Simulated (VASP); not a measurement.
# YSi2: formation energy of a point defect, part 3 of 5

Wanted: what a point defect costs in YSi2 and how the lattice relaxes round it. The start is a cell from a database of measured crystal structures.

VASP 6.6.1, plane waves and PAW; the level of theory is named at each step.

So far. Step 2 (The host at zero pressure): An edge changed by 5 % against the database cell. In a metal the coarse mesh may share the blame. Step 3 (The perfect supercell): The host is treated as a metal, as its relaxation found a gap under 0.3 eV or none, and only the neutral defect is run.

## (4) Reference B

This step: LDA; plane waves and PAW (B) (VASP 6.6.1).

System of this step: B. Symmetry: R-3m, No. 166, trigonal system. Conventional cell: a = 4.898 Å, b = 4.898 Å, c = 12.524 Å, α = 90.00°, β = 90.00°, γ = 120.00°. B has 6 B at 1.67 to 1.80 Å nearest. B has 5 B at 1.77 to 1.80 Å nearest.

The reference for B is its crystal, relaxed at the cutoff of the large cell.

File INCAR:

```
SYSTEM = B
PREC = Normal
ENCUT = 320
EDIFF = 1E-05
NELM = 120
ISMEAR = 0
SIGMA = 0.1
LREAL = Auto
ALGO = Fast
GGA = CA
NBANDS = 30
LORBIT = 11
LWAVE = .FALSE.
LCHARG = .FALSE.
KPAR = 4
IBRION = 2
NSW = 25
ISIF = 3
EDIFFG = -0.02
POTIM = 0.4
```

File POSCAR:

```
B
1.0
    2.4491963929      1.4140441968      4.1747204365
   -2.4491963929      1.4140441968      4.1747204365
    0.0000000000     -2.8280883935      4.1747204365
B
12
Direct
    0.0099700400      0.6542851200      0.0099700400
    0.0099700400      0.0099700400      0.6542851200
    0.6542851200      0.0099700400      0.0099700400
    0.3457148800      0.9900299600      0.9900299600
    0.9900299600      0.3457148800      0.9900299600
    0.9900299600      0.9900299600      0.3457148800
    0.2205655700      0.6316348300      0.2205655700
    0.2205655700      0.2205655700      0.6316348300
    0.6316348300      0.2205655700      0.2205655700
    0.3683651700      0.7794344300      0.7794344300
    0.7794344300      0.3683651700      0.7794344300
    0.7794344300      0.7794344300      0.3683651700
```

File KPOINTS:

```
Automatic mesh
0
Gamma
7 7 7
0 0 0
```

The projector-augmented-wave data sets are B (LDA family, release 64).

Started as:

```sh
$ mpirun -np 4 vasp_std
```

The log of the run:

```text
[banner, memory and clock lines left out]
running    4 mpi-ranks, on    1 nodes
 distrk:  each k-point on    1 cores,    4 groups
 distr:  one band on    1 cores,    1 groups

 POSCAR found type information on POSCAR B
 POSCAR found :  1 types and      12 ions
 LDA part: xc-table for (Slater(with rela. corr.)+CA(PZ))
 , standard interpolation
 POSCAR, INCAR and KPOINTS ok, starting setup
 FFT: planning ... GRIDC
 FFT: planning ... GRID_SOFT
 FFT: planning ... GRID
 WAVECAR not read
 entering main loop
       N       E                     dE             d eps       ncg     rms          rms(c)
DAV:   1     0.221291233767E+02    0.22129E+02   -0.12317E+04  2640   0.746E+02
DAV:   2    -0.909526949047E+02   -0.11308E+03   -0.10808E+03  3348   0.164E+02
DAV:   3    -0.947077130882E+02   -0.37550E+01   -0.37310E+01  3488   0.283E+01
DAV:   4    -0.947329130871E+02   -0.25200E-01   -0.25181E-01  3450   0.242E+00
DAV:   5    -0.947331953117E+02   -0.28222E-03   -0.28219E-03  3442   0.248E-01    0.106E+01
RMM:   6    -0.904485174462E+02    0.42847E+01   -0.44174E+00  2640   0.734E+00    0.560E+00
RMM:   7    -0.895154553126E+02    0.93306E+00   -0.30680E+00  2640   0.630E+00    0.168E+00
RMM:   8    -0.894644138541E+02    0.51041E-01   -0.26533E-01  2640   0.229E+00    0.425E-01
RMM:   9    -0.894566778470E+02    0.77360E-02   -0.81639E-02  2640   0.102E+00    0.194E-01
RMM:  10    -0.894553043105E+02    0.13735E-02   -0.87421E-03  2640   0.413E-01    0.435E-02
RMM:  11    -0.894553529565E+02   -0.48646E-04   -0.11673E-03  2641   0.136E-01    0.212E-02
RMM:  12    -0.894553648385E+02   -0.11882E-04   -0.14652E-04  2591   0.503E-02    0.779E-03
RMM:  13    -0.894553661039E+02   -0.12653E-05   -0.35806E-05  2151   0.212E-02
   1 F= -.89455366E+02 E0= -.89455366E+02  d E =-.894554E+02
 curvature:   0.00 expect dE= 0.000E+00 dE for cont linesearch  0.000E+00
 trial: gam= 0.00000 g(F)=  0.835E-02 g(S)=  0.237E+00 ort = 0.000E+00 (trialstep = 0.100E+01)
 search vector abs. value=  0.245E+00
 bond charge predicted
       N       E                     dE             d eps       ncg     rms          rms(c)
DAV:   1    -0.895465314200E+02   -0.91167E-01   -0.19558E+00  3144   0.940E+00    0.806E-01
RMM:   2    -0.895333934165E+02    0.13138E-01   -0.22120E-02  2640   0.749E-01    0.463E-01
RMM:   3    -0.895267006773E+02    0.66927E-02   -0.10424E-02  2640   0.455E-01    0.376E-02
RMM:   4    -0.895267268571E+02   -0.26180E-04   -0.62481E-04  2640   0.121E-01    0.188E-02
RMM:   5    -0.895267254409E+02    0.14162E-05   -0.72583E-05  2586   0.374E-02
   2 F= -.89526725E+02 E0= -.89526725E+02  d E =-.713593E-01
[...]
3 F= -.89543020E+02 E0= -.89543020E+02  d E =-.876536E-01
[...]
4 F= -.89552555E+02 E0= -.89552555E+02  d E =-.953535E-02
[...]
5 F= -.89552963E+02 E0= -.89552963E+02  d E =-.994359E-02
[...]
6 F= -.89554132E+02 E0= -.89554132E+02  d E =-.116848E-02
[...]
7 F= -.89554314E+02 E0= -.89554314E+02  d E =-.135086E-02
 curvature:  -0.39 expect dE=-0.156E-03 dE for cont linesearch -0.158E-06
 trial: gam= 0.10752 g(F)=  0.282E-03 g(S)=  0.112E-03 ort =-0.437E-04 (trialstep = 0.861E+00)
 search vector abs. value=  0.441E-03
 bond charge predicted
       N       E                     dE             d eps       ncg     rms          rms(c)
DAV:   1    -0.895545573071E+02   -0.23378E-03   -0.77327E-03  3042   0.462E-01    0.297E-02
RMM:   2    -0.895544992262E+02    0.58081E-04   -0.21218E-04  2640   0.753E-02    0.105E-02
RMM:   3    -0.895544963143E+02    0.29119E-05   -0.57820E-05  2543   0.292E-02
   8 F= -.89554496E+02 E0= -.89554496E+02  d E =-.182157E-03
 trial-energy change:   -0.000182  1 .order   -0.000179   -0.000336   -0.000022
 step:   0.9213(harm=  0.9213)  dis= 0.00105  next Energy=   -89.554494 (dE=-0.180E-03)
 reached required accuracy - stopping structural energy minimisation
```

Elapsed: 30 s, on 4 MPI ranks of Intel Xeon Platinum 8488C (Sapphire Rapids), shared host; peak memory 0.59 GiB.

From OUTCAR (step 4):

```text
  LATTYP: Found a trigonal (rhomboedric) cell.
 ALAT       =     5.0424572070
 COS(alpha) =     0.5281621509

 Subroutine GETGRP returns: Found 12 space group operations
 (whereof 12 operations were pure point group operations)

The static configuration has the point symmetry D_3d.

 Found     44 irreducible k-points:

   k-points           NKPTS =     44   k-points in BZ     NKDIM =     44   number of bands    NBANDS=     30

   dimension x,y,z NGX =    24 NGY =   24 NGZ =   24
   dimension x,y,z NGXF=    48 NGYF=   48 NGZF=   48

   ENCUT  =  320.0 eV  23.52 Ry    4.85 a.u.   7.35  7.35  7.35*2*pi/ulx,y,z

   NELECT =      36.0000    total number of electrons

 E-fermi :   6.8589

 k-point     1 :       0.0000    0.0000    0.0000
  band No.  band energies     occupation
    ...
     14       1.7726      2.00000
     15       4.9158      2.00000
     16       5.6081      2.00000
     17       5.6081      2.00000
     18       6.0512      2.00000
     19       7.7527      0.00000
     20      11.0873      0.00000
     21      11.0873      0.00000
     22      11.1960      0.00000
     23      11.1960      0.00000
    ...

 k-point     2 :       0.1429    0.0000    0.0000
  band No.  band energies     occupation
    ...
     14       2.3846      2.00000
     15       4.7741      2.00000
     16       5.2580      2.00000
     17       5.2730      2.00000
     18       5.7527      2.00000
     19       7.9480      0.00000
     20      10.1075      0.00000
     21      10.5382      0.00000
     22      11.8173      0.00000
     23      12.1517      0.00000
    ...

  Total       -0.0137254     -0.0137254      0.0262432     -0.0000000      0.0000000      0.0000000
  in kB       -0.2637760     -0.2637760      0.5043426     -0.0000000      0.0000000      0.0000000
  external PRESSURE =      -0.0077365 kB  Pullay stress =       0.0000000 kB

  energy-cutoff  :      320.00
  volume of cell :       83.37
      direct lattice vectors                 reciprocal lattice vectors
     2.415886659  1.394812813  4.123417640     0.206963352  0.119490347  0.080839091
    -2.415886659  1.394812813  4.123417640    -0.206963352  0.119490347  0.080839091
     0.000000000 -2.789625626  4.123417640     0.000000000 -0.238980694  0.080839091

 POSITION                                       TOTAL-FORCE (eV/Angst)
 -----------------------------------------------------------------------------------
     -1.55476      0.89764      2.78431         0.000888     -0.000513     -0.002153
      0.00000     -1.79528      2.78431        -0.000000      0.001026     -0.002153
      1.55476      0.89764      2.78431        -0.000888     -0.000513     -0.002153
     -1.55476     -0.89764      9.58594         0.000888      0.000513      0.002153
      1.55476     -0.89764      9.58594        -0.000888      0.000513      0.002153
      0.00000      1.79528      9.58594        -0.000000     -0.001026      0.002153
     -0.98529      0.56886      4.42507        -0.001839      0.001062     -0.003206
      0.00000     -1.13772      4.42507        -0.000000     -0.002124     -0.003206
      0.98529      0.56886      4.42507         0.001839      0.001062     -0.003206
     -0.98529     -0.56886      7.94519        -0.001839     -0.001062      0.003206
      0.98529     -0.56886      7.94519         0.001839     -0.001062      0.003206
      0.00000      1.13772      7.94519        -0.000000      0.002124      0.003206
 -----------------------------------------------------------------------------------
    total drift:                                0.000000     -0.000000      0.000000

  FREE ENERGIE OF THE ION-ELECTRON SYSTEM (eV)
  ---------------------------------------------------
  free  energy   TOTEN  =       -89.5544963143 eV

  energy  without entropy=      -89.5544963143  energy(sigma->0) =      -89.55449631

 total charge
# of ion       s       p       d       tot
------------------------------------------
    1        0.715   1.462   0.000   2.177
    2        0.715   1.462   0.000   2.177
    3        0.715   1.462   0.000   2.177
    4        0.715   1.462   0.000   2.177
    5        0.715   1.462   0.000   2.177
    6        0.715   1.462   0.000   2.177
    7        0.664   1.349   0.000   2.012
    8        0.664   1.349   0.000   2.012
    9        0.664   1.349   0.000   2.012
   10        0.664   1.349   0.000   2.012
   11        0.664   1.349   0.000   2.012
   12        0.664   1.349   0.000   2.012
--------------------------------------------------
tot          8.275  16.861   0.000  25.135

[... 1 part as in an earlier step ...]

[... 7 further parts left out ...]
```

The gap is read on the k-mesh alone, so it is an upper bound where the band edges lie off the mesh. The run keeps the 12 symmetry operations of its start, so it cannot find a distortion of lower symmetry.

The steps of the relaxation:

```
step  energy less that of the first step (eV)  largest force (eV/Å)  pressure (GPa)  volume (Å³)
   1                                   0.0000                0.1787           -9.15        86.75
   2                                  -0.0714                0.4216            3.65        82.67
   3                                  -0.0877                0.2732           -0.40        83.86
   4                                  -0.0972                0.1523            0.23        83.31
   5                                  -0.0976                0.1001            0.11        83.40
   6                                  -0.0988                0.0590           -0.05        83.36
   7                                  -0.0989                0.0319            0.00        83.37
   8                                  -0.0991                0.0038            0.00        83.37
```

```
conventional cell, symmetrised  before   after  change
                         a (Å)   4.898   4.832  -1.4 %
                         b (Å)   4.898   4.832  -1.4 %
                         c (Å)  12.524  12.370  -1.2 %
              volume (Å³/atom)    7.23    6.95  -3.9 %
```

The relaxed structure:

```xyz
12
Lattice="2.4159 1.3948 4.1234 -2.4159 1.3948 4.1234 0.0000 -2.7896 4.1234" Properties=species:S:1:pos:R:3 pbc="T T T"
B    -1.5548    0.8976    2.7843
B     0.0000   -1.7953    2.7843
B     1.5548    0.8976    2.7843
B    -1.5548   -0.8976    9.5859
B     1.5548   -0.8976    9.5859
B     0.0000    1.7953    9.5859
B    -0.9853    0.5689    4.4251
B     0.0000   -1.1377    4.4251
B     0.9853    0.5689    4.4251
B    -0.9853   -0.5689    7.9452
B     0.9853   -0.5689    7.9452
B     0.0000    1.1377    7.9452
```

This step gave:

```
electronic cycles                               : 41
electrons                                       : 36
free energy (TOTEN)                             : -89.5545 eV
Fermi energy                                    : 6.859 eV
labelled metallic, from the levels on this mesh : no
gap on the k-mesh                               : 1.352 eV
least direct gap on the k-mesh                  : 1.684 eV
```

The run ended after 8 ionic steps, 0.099 eV below its first step, once forces and stress met EDIFFG = -0.02.

Energy at zero smearing: -89.55450 eV.

## (5) Reference Si

This step: LDA; plane waves and PAW (Si) (VASP 6.6.1).

System of this step: Si. Symmetry: Fd-3m, No. 227, cubic system. Conventional cell: a = 5.430 Å, b = 5.430 Å, c = 5.430 Å, α = 90.00°, β = 90.00°, γ = 90.00°. Nearest to Si lie 4 Si at 2.35 Å.

Si is not exchanged here; its energy serves the host's formation enthalpy.

INCAR: that of step 4 with these lines changed.

```diff
@@ -1,2 +1,2 @@
-SYSTEM = B
+SYSTEM = Si
 PREC = Normal
@@ -10,3 +10,3 @@
 GGA = CA
-NBANDS = 30
+NBANDS = 10
 LORBIT = 11
```

File POSCAR:

```
Si
1.0
    0.0000000000      2.7150000000      2.7150000000
    2.7150000000      0.0000000000      2.7150000000
    2.7150000000      2.7150000000      0.0000000000
Si
2
Direct
    0.0000000000      0.0000000000      0.0000000000
    0.2500000000      0.2500000000      0.2500000000
```

File KPOINTS:

```
Automatic mesh
0
Gamma
9 9 9
0 0 0
```

The projector-augmented-wave data sets are Si (LDA family, release 64).

Started as:

```sh
$ mpirun -np 4 vasp_std
```

The log of the run:

```text
[banner, memory and clock lines left out]
running    4 mpi-ranks, on    1 nodes
 distrk:  each k-point on    1 cores,    4 groups
 distr:  one band on    1 cores,    1 groups

 POSCAR found type information on POSCAR Si
 POSCAR found :  1 types and       2 ions
|                                                                             |
|               ----> ADVICE to this user running VASP <----                  |
|                                                                             |
|     You have a (more or less) 'small supercell' and for smaller cells       |
|     it is recommended to use the reciprocal-space projection scheme!        |
|     The real-space optimization is not efficient for small cells and it     |
|     is also less accurate ...                                               |
|     Therefore, set LREAL=.FALSE. in the INCAR file.                         |
|                                                                             |

 LDA part: xc-table for (Slater(with rela. corr.)+CA(PZ))
 , standard interpolation
 POSCAR, INCAR and KPOINTS ok, starting setup
 FFT: planning ... GRIDC
 FFT: planning ... GRID_SOFT
 FFT: planning ... GRID
 WAVECAR not read
 entering main loop
       N       E                     dE             d eps       ncg     rms          rms(c)
DAV:   1     0.119201431622E+01    0.11920E+01   -0.24828E+03   700   0.421E+02
DAV:   2    -0.118033650933E+02   -0.12995E+02   -0.12401E+02  1006   0.694E+01
DAV:   3    -0.121715072336E+02   -0.36814E+00   -0.36755E+00   868   0.105E+01
DAV:   4    -0.121742535664E+02   -0.27463E-02   -0.27461E-02   866   0.116E+00
DAV:   5    -0.121742774554E+02   -0.23889E-04   -0.23889E-04   866   0.937E-02    0.507E+00
RMM:   6    -0.119946702681E+02    0.17961E+00   -0.59422E-02   700   0.121E+00    0.304E+00
RMM:   7    -0.119125635753E+02    0.82107E-01   -0.12016E-01   706   0.180E+00    0.245E-01
RMM:   8    -0.119129288036E+02   -0.36523E-03   -0.67384E-03   700   0.560E-01    0.860E-02
RMM:   9    -0.119129728640E+02   -0.44060E-04   -0.12858E-03   700   0.240E-01    0.849E-02
RMM:  10    -0.119129990224E+02   -0.26158E-04   -0.22366E-04   700   0.116E-01    0.326E-02
RMM:  11    -0.119130063635E+02   -0.73410E-05   -0.56088E-05   686   0.559E-02
   1 F= -.11913006E+02 E0= -.11913005E+02  d E =-.119130E+02
 curvature:   0.00 expect dE= 0.000E+00 dE for cont linesearch  0.000E+00
 trial: gam= 0.00000 g(F)=  0.102E-47 g(S)=  0.785E-02 ort = 0.000E+00 (trialstep = 0.100E+01)
 search vector abs. value=  0.785E-02
 bond charge predicted
       N       E                     dE             d eps       ncg     rms          rms(c)
DAV:   1    -0.119185997113E+02   -0.56007E-02   -0.97507E-02   802   0.145E+00    0.278E-01
RMM:   2    -0.119165266905E+02    0.20730E-02   -0.15435E-03   700   0.247E-01    0.166E-01
RMM:   3    -0.119155727976E+02    0.95389E-03   -0.13632E-03   700   0.199E-01    0.241E-02
RMM:   4    -0.119155777508E+02   -0.49532E-05   -0.11315E-04   700   0.801E-02    0.278E-02
RMM:   5    -0.119155763214E+02    0.14295E-05   -0.13045E-05   551   0.299E-02
   2 F= -.11915576E+02 E0= -.11915574E+02  d E =-.256996E-02
 trial-energy change:   -0.002570  1 .order   -0.002355   -0.007848    0.003138
 step:   0.7371(harm=  0.7143)  dis= 0.00000  next Energy=   -11.915985 (dE=-0.298E-02)
 bond charge predicted
       N       E                     dE             d eps       ncg     rms          rms(c)
DAV:   1    -0.119162094461E+02   -0.63170E-03   -0.68022E-03   784   0.381E-01    0.756E-02
RMM:   2    -0.119160681279E+02    0.14132E-03   -0.10073E-04   700   0.640E-02    0.460E-02
RMM:   3    -0.119160026968E+02    0.65431E-04   -0.92284E-05   700   0.516E-02    0.549E-03
RMM:   4    -0.119160030202E+02   -0.32338E-06   -0.73632E-06   472   0.204E-02
   3 F= -.11916003E+02 E0= -.11916001E+02  d E =-.299666E-02
 curvature:  -0.35 expect dE=-0.245E-06 dE for cont linesearch -0.245E-06
 trial: gam= 0.00000 g(F)=  0.584E-48 g(S)=  0.691E-06 ort =-0.736E-04 (trialstep = 0.947E+00)
 search vector abs. value=  0.691E-06
 reached required accuracy - stopping structural energy minimisation
```

Elapsed: 5 s, on 4 MPI ranks; peak memory 0.42 GiB; 6.1 s of CPU time.

From OUTCAR (step 5):

```text
   k-points           NKPTS =     35   k-points in BZ     NKDIM =     35   number of bands    NBANDS=     10

   ENCUT  =  320.0 eV  23.52 Ry    4.85 a.u.   5.60  5.60  5.60*2*pi/ulx,y,z

   NELECT =       8.0000    total number of electrons

 E-fermi :   6.1564

 k-point     1 :       0.0000    0.0000    0.0000
  band No.  band energies     occupation
      1      -6.1322      2.00000
      2       5.9375      1.99803
      3       5.9375      1.99803
      4       5.9375      1.99803
      5       8.4699      0.00000
      6       8.4699      0.00000
      7       8.4699      0.00000
      8       9.3316      0.00000
      9      13.6884      0.00000
    ...

  Total        0.0034550      0.0034550      0.0034550     -0.0000000      0.0000000     -0.0000000
  in kB        0.1404930      0.1404930      0.1404930     -0.0000000      0.0000000     -0.0000000
  external PRESSURE =       0.1404930 kB  Pullay stress =       0.0000000 kB

 POSITION                                       TOTAL-FORCE (eV/Angst)
 -----------------------------------------------------------------------------------
      0.00000      0.00000      0.00000        -0.000000     -0.000000     -0.000000
      1.35039      1.35039      1.35039         0.000000      0.000000      0.000000
 -----------------------------------------------------------------------------------
    total drift:                               -0.000000     -0.000000     -0.000000

  FREE ENERGIE OF THE ION-ELECTRON SYSTEM (eV)
  ---------------------------------------------------
  free  energy   TOTEN  =       -11.9160030202 eV

  energy  without entropy=      -11.9159990539  energy(sigma->0) =      -11.91600104

[... 1 part as in an earlier step ...]

[... 15 further parts left out ...]
```

CONTCAR:

```
Si
   1.00000000000000
     0.0000000000000000    2.7007811006587161    2.7007811006587161
     2.7007811006587161    0.0000000000000000    2.7007811006587161
     2.7007811006587161    2.7007811006587161    0.0000000000000000
  Si
     2
Direct
     0.0000000000000000    0.0000000000000000    0.0000000000000000
     0.2500000000000000    0.2500000000000000    0.2500000000000000
```

The run keeps the 48 symmetry operations of its start, so it cannot find a distortion of lower symmetry.

The steps of the relaxation:

```
step  energy less that of the first step (eV)  largest force (eV/Å)  pressure (GPa)  volume (Å³)
   1                                   0.0000                0.0000           -1.47        40.03
   2                                  -0.0026                0.0000            0.60        39.18
   3                                  -0.0030                0.0000            0.01        39.40
```

```
conventional cell, symmetrised  before  after  change
                         a (Å)   5.430  5.402  -0.5 %
                         b (Å)   5.430  5.402  -0.5 %
                         c (Å)   5.430  5.402  -0.5 %
              volume (Å³/atom)   20.01  19.70  -1.6 %
```

Final coordinates:

```xyz
2
Lattice="0.0000 2.7008 2.7008 2.7008 0.0000 2.7008 2.7008 2.7008 0.0000" Properties=species:S:1:pos:R:3 pbc="T T T"
Si    0.0000    0.0000    0.0000
Si    1.3504    1.3504    1.3504
```

Numbers from this step:

| Item | Value |
| --- | --- |
| electronic cycles | 20 |
| electrons | 8 |
| free energy (TOTEN) | -11.92 eV |
| Fermi energy | 6.156 eV |
| gap on the k-mesh | 0.4519 eV |
| least direct gap on the k-mesh | 2.532 eV |

The run ended after 3 ionic steps, 0.003 eV below its first step, once forces and stress met EDIFFG = -0.02.

Energy at zero smearing: -11.91600 eV.

[end of part 3 of 5]

[Lines on the potential files, build, host, timing and source positions are cut from VASP's logs without a mark.]

[Logs are printed without paths, hosts, clocks, repeated set-up lines and the standing remarks that a program may print on its own settings, such as how far it seeks lower states.]

[Hosts, paths, dates, database ids (printed as entryN), source tags and the programs' standing remarks are cut or masked in the printed files.]

[In band tables of VASP the shares of atoms and orbitals are scaled to a sum of 1 inside the atoms' spheres.]

[Runs that stopped without an error message from VASP are left out.]
